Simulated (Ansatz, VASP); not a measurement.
## Two plane-wave programs on NbRu3

The input INCAR:

```
PREC = Accurate
ENCUT = 520
EDIFF = 1E-8
ISMEAR = -1
SIGMA = 0.05
LREAL = False
LASPH = True
NELM = 100
ALGO = Fast
ISIF = 2
LWAVE = False
LCHARG = False
LEFG = True
NBANDS = 36
```

Contents of KPOINTS:

```
Automatic mesh
0
Gamma
  9 9 9
```

File POSCAR:

```
NbRu3
1.0
    3.8851109900      0.0000000000      0.0000000000
    0.0000000000      3.8851109900      0.0000000000
    0.0000000000      0.0000000000      3.8851109900
Nb Ru
1 3
Direct
    0.0000000000      0.0000000000      0.0000000000
    0.0000000000      0.5000000000      0.5000000000
    0.5000000000      0.5000000000      0.0000000000
    0.5000000000      0.0000000000      0.5000000000
```

Input for Ansatz:

```yaml
crystal:
  lattice:
    - [3.88511099, 0.0, 0.0]
    - [0.0, 3.88511099, 0.0]
    - [0.0, 0.0, 3.88511099]
  atoms:
    - { symbol: Nb, position: [0.0, 0.0, 0.0] }
    - { symbol: Ru, position: [0.0, 0.5, 0.5] }
    - { symbol: Ru, position: [0.5, 0.5, 0.0] }
    - { symbol: Ru, position: [0.5, 0.0, 0.5] }
kpoints:
  mp_grid: { grid: [9, 9, 9] }
  band_path:
    path:
      - [0.0, 0.0, 0.0]
      - [0.0, 0.5, 0.0]
      - [0.5, 0.5, 0.0]
      - [0.0, 0.0, 0.0]
      - [0.5, 0.5, 0.5]
      - [0.0, 0.5, 0.0]
      - [0.5, 0.5, 0.5]
      - [0.5, 0.5, 0.0]
    npoints: 8
scf:
  occupations: { method: fermi_dirac, width: 0.05 }
hamiltonian:
  xc: lda
  pseudopotentials: { kind: paw }
output:
  forces: true
  stress: true
  eigenvalues: true
  efg: { contact_densities: true }
  populations: true
  bader: true
  dos: { projected: true, de: 0.2, e_range: [-14, 8] }
```

Alike in both runs: task electric field gradients; functional LDA; k mesh 9 × 9 × 9; occupations fermi-dirac, width 0.05 eV; no spin polarisation.

|  | VASP | Ansatz |
| --- | --- | --- |
| version | VASP 6.6.1 | Ansatz 0.2.0 |
| potentials or method | VASP PAW LDA potentials, release 64 (Nb_sv, Ru_pv) | PAW with Ansatz's default frozen-core files, scalar-relativistic |
| plane-wave cutoff (eV) | 520 | 420 |
| valence electrons in the cell | 55 | 61 |

|  | VASP | Ansatz | Ansatz less VASP |
| --- | --- | --- | --- |
| pressure (GPa) | -12.0 | -12.5 | -0.49 |
| Vzz of the field gradient on the site that differs most (V/Å²) | -12.3 | -3.5 | +8.76 |

The two sets of potentials don't hold the same shells in valence. Ansatz warned: «gradients_without_spin_orbit».
